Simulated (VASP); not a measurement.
```xyz
2
Lattice="0.0000 2.2217 2.2217 2.2217 0.0000 2.2217 2.2217 2.2217 0.0000" Properties=species:S:1:pos:R:3 pbc="T T T"
Ta     0.0000     0.0000     0.0000
C      2.2217     2.2217     2.2217
```

The numbers are results of PBEsol GGA, VASP's PBE PAW potentials (set 64) (plane waves; VASP), not measurements. Settings: 520 eV cut-off, Gaussian smearing of 0.050 eV, potentials Ta_pv C.

Question: Give the energies of bands 5 to 10 at the high-symmetry points, in eV from the Fermi level.

Answer: 
```
band      Γ      X      U      L      W
----  -----  -----  -----  -----  -----
5     -1.40  -4.65  -5.97  -8.84  -5.35
6     -1.40  -4.63  -4.93  -5.55  -5.04
7     -1.40  -1.76  -3.87  -5.55  -5.04
8     -0.47  -1.76  -0.65   2.73   1.62
9     -0.47   2.62   3.17   2.73   1.62
10    -0.47   4.13   4.03   3.73   4.14
```

It has no gap at this level: it comes out as a metal or semimetal.

The compound is TaC in the rock salt structure. It was relaxed first. The electron count is odd and the run is not spin-polarised, which forces a metal.
